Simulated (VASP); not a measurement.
Here is the system:

```
CELL_PARAMETERS angstrom
      0.00000     2.69347     2.69347
      2.69347     0.00000     2.69347
      2.69347     2.69347     0.00000
ATOMIC_POSITIONS crystal
  Er 0.00000 0.00000 0.00000
  S  0.50000 0.50000 0.50000
```

All values below come from PBEsol GGA, VASP's PBE PAW potentials (set 64) (plane waves; VASP). Settings: 400 eV cut-off, 13×13×13 Γ-centred mesh, tetrahedra with Blöchl corrections, potentials Er_3 S.

The 4f electrons are frozen in the core of the lanthanide potential, so 4f levels, which can set the real gap, and their magnetism are missing.

Tabulate the total density of states (states/eV per cell) against energy (eV; zero at the valence-band maximum or, without a gap, the Fermi level).

(E (eV), DOS (states/eV)): (-9.93, 0.00); (-9.41, 0.00); (-8.79, 0.00); (-8.28, 0.00); (-7.66, 0.06); (-7.15, 0.65); (-6.63, 1.47); (-6.01, 0.92); (-5.50, 4.29); (-4.88, 2.38); (-4.36, 1.39); (-3.75, 0.17); (-3.23, 0.00); (-2.71, 0.00); (-2.10, 0.16); (-1.58, 0.29); (-0.96, 0.45); (-0.45, 0.63); (0.17, 0.87); (0.69, 1.02); (1.20, 1.19); (1.82, 1.38); (2.33, 2.01); (2.95, 2.56); (3.47, 2.41)
Within 2 eV below the Fermi level the largest weight inside VASP's projection spheres is Er d.

The structure comes from a measured ErS entry (Fm-3m) of the Crystallography Open Database, whose conditions weren't checked. It was relaxed first. The electron count is odd and the run is not spin-polarised, which forces a metal.
